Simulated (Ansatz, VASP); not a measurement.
AgPt3 in VASP and in Ansatz

The input INCAR:

```
ALGO = Normal
EDIFF = 1E-6
ENCUT = 520
GGA = CA
ISIF = 2
ISMEAR = -1
LASPH = True
LCHARG = True
LELF = True
LREAL = False
LVHAR = True
LWAVE = False
NBANDS = 28
NELM = 100
PREC = Accurate
SIGMA = 0.08
```

The input KPOINTS:

```
k-points
0
Gamma
  9 9 9
```

File POSCAR:

```
AgPt3
1.0
    3.9764900074      0.0000000000      0.0000000000
    0.0000000000      3.9764900074      0.0000000000
    0.0000000000      0.0000000000      3.9764900074
Ag Pt
1 3
Direct
    0.0000000000      0.0000000000      0.0000000000
    0.0000000000      0.5000000000      0.5000000000
    0.5000000000      0.0000000000      0.5000000000
    0.5000000000      0.5000000000      0.0000000000
```

Input for Ansatz:

```yaml
crystal:
  lattice:
    - [3.9764900074, 0.0, 0.0]
    - [0.0, 3.9764900074, 0.0]
    - [0.0, 0.0, 3.9764900074]
  atoms:
    - { symbol: Ag, position: [0.0, 0.0, 0.0] }
    - { symbol: Pt, position: [0.0, 0.5, 0.5] }
    - { symbol: Pt, position: [0.5, 0.0, 0.5] }
    - { symbol: Pt, position: [0.5, 0.5, 0.0] }
kpoints:
  mp_grid: { grid: [9, 9, 9] }
  band_path:
    path:
      - [0.0, 0.0, 0.0]
      - [0.0, 0.5, 0.0]
      - [0.5, 0.5, 0.0]
      - [0.0, 0.0, 0.0]
      - [0.5, 0.5, 0.5]
      - [0.0, 0.5, 0.0]
      - [0.5, 0.5, 0.5]
      - [0.5, 0.5, 0.0]
    npoints: 5
scf:
  occupations: { method: fermi_dirac, width: 0.08 }
hamiltonian:
  xc: lda
  pseudopotentials: { kind: all_electron, lapw: { basis_error: 0.0005 } }
output:
  forces: true
  stress: true
  eigenvalues: true
```

Change from the starting cell: volume scaled by 1.06.

Alike in both runs: task single point; functional LDA; k mesh 9 × 9 × 9; occupations fermi-dirac, width 0.08 eV; no spin polarisation.

|  | VASP | Ansatz |
| --- | --- | --- |
| version | VASP 6.6.1 | Ansatz 0.2.0 |
| potentials or method | VASP PAW LDA potentials, release 64 (Ag, Pt) | all-electron LAPW, scalar-relativistic |
| plane-wave cutoff (eV) | 520 | see its input |

```tsv
	VASP	Ansatz	Ansatz less VASP
pressure (GPa)	-10.8	-11.3	-0.47
```

Ansatz ran all-electron here, so the differences hold the error of VASP's frozen core and of both bases.

Spin-orbit coupling is left out, which matters for the levels of Pt.
